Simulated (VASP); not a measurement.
Ag:

```
Ag
1.0
     0.00000    2.06750    2.06750
     2.06750    0.00000    2.06750
     2.06750    2.06750    0.00000
Ag
1
Direct
  0.00000 0.00000 0.00000
```

* Program: VASP 6.6.1
* Task: relaxation of cell and atoms
* Functional: r2SCAN
* Potentials or basis: VASP PAW PBE potentials, release 64 (Ag)
* Cutoff: 600 eV
* k mesh: 18 × 18 × 18
* Occupations: gaussian, width 0.1 eV
* Spin: no spin polarisation

At the start: pressure -2.1 GPa; volume 17.68 Å³/atom.

Problem. How do energy, volume and symmetry change on relaxing?

Solution. Over 3 steps the energy falls by 2.5 meV/atom and the volume is 17.30 Å³/atom (-2.1 %); space group Fm-3m (No. 225, to 0.05 Å).

Step by step:
| step | energy change (eV) | largest force (eV/Å) | pressure (GPa) | volume (Å³) |
| --- | --- | --- | --- | --- |
| 1 | 0.0000 | 0.0000 | -2.10 | 17.68 |
| 2 | -0.0016 | 0.0000 | 1.36 | 17.09 |
| 3 | -0.0025 | 0.0000 | 0.01 | 17.30 |

Final structure:
```yaml
crystal:
  lattice:
    - [0.00000, 2.05282, 2.05282]
    - [2.05282, 0.00000, 2.05282]
    - [2.05282, 2.05282, 0.00000]
  atoms:
    - { symbol: Ag, position: [0.00000, 0.00000, 0.00000] }
```

Caveat: the PAW data sets were made with another functional, which shifts forces and pressure a little.
